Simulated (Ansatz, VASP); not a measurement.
# TaAl5: VASP beside Ansatz

File INCAR:

```
SYSTEM = TaAl5
PREC = Accurate
ENCUT = 600
EDIFF = 1E-7
ISMEAR = 0
SIGMA = 0.1
LREAL = .FALSE.
LASPH = .TRUE.
NELM = 60
ALGO = Normal
ISIF = 3
LWAVE = .FALSE.
LCHARG = .FALSE.
GGA = PE
IBRION = 2
NSW = 90
EDIFFG = -0.04
```

The input KPOINTS:

```
Automatic mesh
0
G
  4 4 4
  0 0 0
```

POSCAR

```
TaAl5
1.0
    4.5923713000      0.0000000000      0.0000000000
    0.0000000000      4.5923713000      0.0000000000
    0.0000000000      0.0000000000      4.5923713000
Ta Al
1 5
Direct
    0.5000000000      0.5000000000      0.5000000000
    0.2469783000      0.2469783000      0.2469783000
    0.7530217000      0.7530217000      0.2469783000
    0.7530217000      0.2469783000      0.7530217000
    0.2469783000      0.7530217000      0.7530217000
    0.0000000000      0.0000000000      0.0000000000
```

Input for Ansatz:

```yaml
crystal:
  lattice:
    - [4.5923713, 0.0, 0.0]
    - [0.0, 4.5923713, 0.0]
    - [0.0, 0.0, 4.5923713]
  atoms:
    - { symbol: Ta, position: [0.5, 0.5, 0.5] }
    - { symbol: Al, position: [0.2469783, 0.2469783, 0.2469783] }
    - { symbol: Al, position: [0.7530217, 0.7530217, 0.2469783] }
    - { symbol: Al, position: [0.7530217, 0.2469783, 0.7530217] }
    - { symbol: Al, position: [0.2469783, 0.7530217, 0.7530217] }
    - { symbol: Al, position: [0.0, 0.0, 0.0] }
basis:
  ecutwfc: 420
kpoints:
  mp_grid: { grid: [4, 4, 4] }
hamiltonian:
  xc: pbe
scf:
  occupations: { method: gaussian, width: 0.1 }
  lower_state_search: "off"
output:
  forces: true
  stress: true
  eigenvalues: true
relax:
  adjacent_minimum: "off"
  f_tol: 0.04
  max_steps: 70
  cell: { stress_tol: 0.4 }
```

Alike in both runs: task relaxation of cell and atoms; functional PBE; k mesh 4 × 4 × 4; occupations gaussian, width 0.1 eV; no spin polarisation.

|  | VASP | Ansatz |
| --- | --- | --- |
| version | VASP 6.6.1 | Ansatz 0.2.0 |
| potentials or method | VASP PAW PBE potentials, release 64 (Ta_pv, Al) | scalar-relativistic, plane waves, PAW |
| plane-wave cutoff (eV) | 600 | 420 |
| valence electrons in the cell | 26 | 28 |

|  | VASP | Ansatz | Ansatz less VASP |
| --- | --- | --- | --- |
| gap on the k mesh at the Fermi level, each at its own relaxed structure (eV) | none | none | - |
| relaxed volume (Å³/atom) | 33.53 | 33.54 | +0.013 |
| relaxed cell length with the largest relative difference (Å) | 5.859 | 5.860 | +0.0008 |
| energy change over the relaxation (meV/atom) | -2704 | -2701 | +2.9 |

A gap of «none» marks a metal or a gap that the smearing closes. The two sets of potentials don't hold the same shells in valence.

Caveats: the volume moved by over 15 % at a fixed basis, so the end points are rough (VASP). Spin-orbit coupling is left out, which matters for the levels of Ta.
